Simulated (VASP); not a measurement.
Runs of VASP 6.6.1 on Ge. It takes space group Fd-3m (No. 227, cubic). Conventional cell: a = 5.658 Å, b = 5.658 Å, c = 5.658 Å, α = 90.00°, β = 90.00°, γ = 90.00°. Ge (site symmetry -43m) is surrounded by 4 Ge at 2.45 Å. 

```csv
task,level,potentials or basis,cell,cutoff (eV),gap on the mesh (eV),pressure (GPa),relaxed volume (Å³/atom)
relaxation of cell and atoms,PBEsol,"VASP PAW PBE potentials, release 64 (Ge_d)",relaxed,480,none,0.0,(a)
relaxation of cell and atoms,PBEsol,"VASP PAW PBE potentials, release 64 (Ge_d)",relaxed,600,none,0.0,22.84
relaxation of cell and atoms,RPBE,"VASP PAW PBE potentials, release 64 (Ge_d)",relaxed,600,none,0.0,24.57
single point,PBEsol,"VASP PAW PBE potentials, release 64 (Ge_d)",as given,520,none,(b),-
relaxation of cell and atoms,PBEsol,"VASP PAW PBE potentials, release 64 (Ge)",relaxed,580,none,0.0,23.17
```

Alike in all rows: no spin polarisation; k mesh 14 × 14 × 14; smearing gaussian 0.1 eV.

Task: Estimate the missing entries.

Result: (a) 22.78; (b) 0.6.

Caveats: the PAW data sets were made with another functional, which shifts forces and pressure a little; this crystal is a semiconductor, whose small gap the functional closes, so the metal is an error of the method.

A k mesh can miss the band edges, and the runs leave out spin-orbit coupling on Ge.

A gap of «none» marks a metal or a gap under the smearing width.

The runs don't all hold the same shells in valence.
